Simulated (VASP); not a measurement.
Output of a VASP run:

**OSZICAR**
```
       N       E                     dE             d eps       ncg     rms          rms(c)
DAV:   1     0.603615729181E+03    0.60362E+03   -0.26541E+04  7448   0.174E+03
DAV:   2    -0.884607797840E+01   -0.61246E+03   -0.57159E+03  8197   0.517E+02
DAV:   3    -0.695061842299E+02   -0.60660E+02   -0.59405E+02  8386   0.167E+02
DAV:   4    -0.710137913037E+02   -0.15076E+01   -0.14877E+01  8963   0.258E+01
DAV:   5    -0.710537182936E+02   -0.39927E-01   -0.39893E-01  9431   0.401E+00    0.386E+01
DAV:   6    -0.630444314589E+02    0.80093E+01   -0.12253E+02  8419   0.100E+02    0.352E+01
DAV:   7    -0.579233454530E+02    0.51211E+01   -0.76310E+01  8730   0.965E+01    0.170E+01
DAV:   8    -0.562574644853E+02    0.16659E+01   -0.54065E+00  7924   0.208E+01    0.792E+00
DAV:   9    -0.556732642603E+02    0.58420E+00   -0.18513E+00  9817   0.133E+01    0.211E+00
DAV:  10    -0.556829890606E+02   -0.97248E-02   -0.17449E-01  8512   0.326E+00    0.129E+00
DAV:  11    -0.556798403166E+02    0.31487E-02   -0.21579E-02  9425   0.132E+00    0.732E-01
DAV:  12    -0.556764518936E+02    0.33884E-02   -0.12356E-02  9944   0.985E-01    0.196E-01
DAV:  13    -0.556764235630E+02    0.28331E-04   -0.14650E-03  9748   0.313E-01    0.944E-02
DAV:  14    -0.556763807856E+02    0.42777E-04   -0.15964E-04  8958   0.875E-02    0.423E-02
DAV:  15    -0.556763683411E+02    0.12445E-04   -0.53991E-05  8519   0.410E-02    0.142E-02
DAV:  16    -0.556763674049E+02    0.93619E-06   -0.37223E-06  7498   0.129E-02
   1 F= -.55676367E+02 E0= -.55676239E+02  d E =-.556764E+02  mag=     4.0004
       N       E                     dE             d eps       ncg     rms          rms(c)
DAV:   1    -0.556769684554E+02   -0.60011E-03   -0.56671E-02  7608   0.190E+00    0.237E-01
DAV:   2    -0.556766394828E+02    0.32897E-03   -0.37453E-03  8073   0.666E-01    0.156E-01
DAV:   3    -0.556764635500E+02    0.17593E-03   -0.11026E-03  9847   0.331E-01    0.764E-02
DAV:   4    -0.556764216520E+02    0.41898E-04   -0.21930E-04  8424   0.145E-01    0.247E-02
DAV:   5    -0.556764197652E+02    0.18867E-05   -0.94570E-06  9472   0.235E-02    0.167E-02
DAV:   6    -0.556764188282E+02    0.93706E-06   -0.75586E-07  5134   0.719E-03
   2 F= -.55676419E+02 E0= -.55676299E+02  d E =-.514232E-04  mag=     4.0005
```

File OUTCAR:
```
------------------------ aborting loop because EDIFF is reached ----------------------------------------
  FORCE on cell =-STRESS in cart. coord.  units (eV):
  Direction    XX          YY          ZZ          XY          YZ          ZX
  --------------------------------------------------------------------------------------
  Total        0.0966269      0.0966269      0.0705989     -0.0000000      0.0000000      0.0000000
  in kB        2.8527130      2.8527130      2.0842890     -0.0000000      0.0000000      0.0000000
  external PRESSURE =       2.5965716 kB  Pullay stress =       0.0000000 kB
  volume of cell :       54.27
      direct lattice vectors                 reciprocal lattice vectors
     4.356127746  0.000000000  0.000000000     0.229561679  0.000000000  0.000000000
    -0.000000000  4.356127746  0.000000000    -0.000000000  0.229561679  0.000000000
     0.000000000  0.000000000  2.859889858     0.000000000  0.000000000  0.349663816
 POSITION                                       TOTAL-FORCE (eV/Angst)
 -----------------------------------------------------------------------------------
     -0.00000      4.35613      0.00000         0.000000      0.000000      0.000000
      2.17806      2.17806      1.42994         0.000000      0.000000      0.000000
      1.31957      1.31957      0.00000        -0.002093     -0.002093     -0.000000
      3.49763      0.85849      1.42994        -0.002093      0.002093      0.000000
      0.85849      3.49763      1.42994         0.002093     -0.002093     -0.000000
      3.03656      3.03656      2.85989         0.002093      0.002093      0.000000
 -----------------------------------------------------------------------------------
    total drift:                               -0.000000      0.000000     -0.000000
  FREE ENERGIE OF THE ION-ELECTRON SYSTEM (eV)
  ---------------------------------------------------
  free  energy   TOTEN  =       -55.6764188282 eV

  energy  without entropy=      -55.6760597382  energy(sigma->0) =      -55.67629913

 total charge

# of ion       s       p       d       tot
------------------------------------------
    1        0.378   6.519   4.133  11.030
    2        0.378   6.519   4.133  11.030
    3        1.562   3.468   0.000   5.030
    4        1.562   3.468   0.000   5.030
    5        1.562   3.468   0.000   5.030
    6        1.562   3.468   0.000   5.030
--------------------------------------------------
tot          7.004  26.909   8.266  42.179

 magnetization (x)

# of ion       s       p       d       tot
------------------------------------------
    1        0.025   0.028   1.934   1.987
    2        0.025   0.028   1.934   1.987
    3       -0.002  -0.025   0.000  -0.027
    4       -0.002  -0.025   0.000  -0.027
    5       -0.002  -0.025   0.000  -0.027
    6       -0.002  -0.025   0.000  -0.027
--------------------------------------------------
tot          0.042  -0.043   3.867   3.866

 reached required accuracy - stopping structural energy minimisation
```
(Selected blocks of OUTCAR.)

**POSCAR**
```
CrO2
1
    4.3573236275    -0.0000000000     0.0000000000
    0.0000000000     4.3573236275     0.0000000000
    0.0000000000     0.0000000000     2.8616970885
Cr O
2 4
Direct
  0.0000000000   0.0000000000   0.0000000000
  0.5000000000   0.5000000000   0.5000000000
  0.3031493493   0.3031493493   0.0000000000
  0.8031493493   0.1968506507   0.5000000000
  0.1968506507   0.8031493493   0.5000000000
  0.6968506507   0.6968506507   0.0000000000
```

### Question
Reconstruct the remaining input files.

### Answer
One answer among several that fit: the input of the run itself, LDA (Ceperley-Alder, Perdew-Zunger), plane waves, VASP's LDA PAW potentials (set 64).

**KPOINTS**
```
Regular mesh
0
gamma
 7 7 10
0 0 0
```

**INCAR**
```
SIGMA = 0.1   # width (eV)
ISIF = 3
LASPH = .True.   # aspherical one-centre terms
ISPIN = 2   # spin-polarised
ISMEAR = 1
NELM = 100   # most electronic steps
LMAXMIX = 4   # l cut-off of mixed one-centre charges
SYSTEM = CrO2
NSW = 60   # most ionic steps
LORBIT = 10
LCHARG = .False.
PREC = Accurate
IBRION = 2   # conjugate gradients
EDIFFG = -0.02   # ionic stop
LREAL = .False.
LWAVE = .False.
EDIFF = 1E-6   # SCF stop (eV)
ALGO = Normal   # blocked Davidson
MAGMOM = 2.5 2.5 0.0 0.0 0.0 0.0
ENCUT = 520   # plane-wave cut-off (eV)
```

POTCAR, in this order: Cr_pv O (LDA.64 set). Program: vasp_std.

The moments were started parallel, and other spin orders were not tried in this run.

The compound is CrO2 in the rutile structure. This run relaxes it. Symmetry was kept, so distortions that lower it aren't found. The start is the result of an earlier pass.
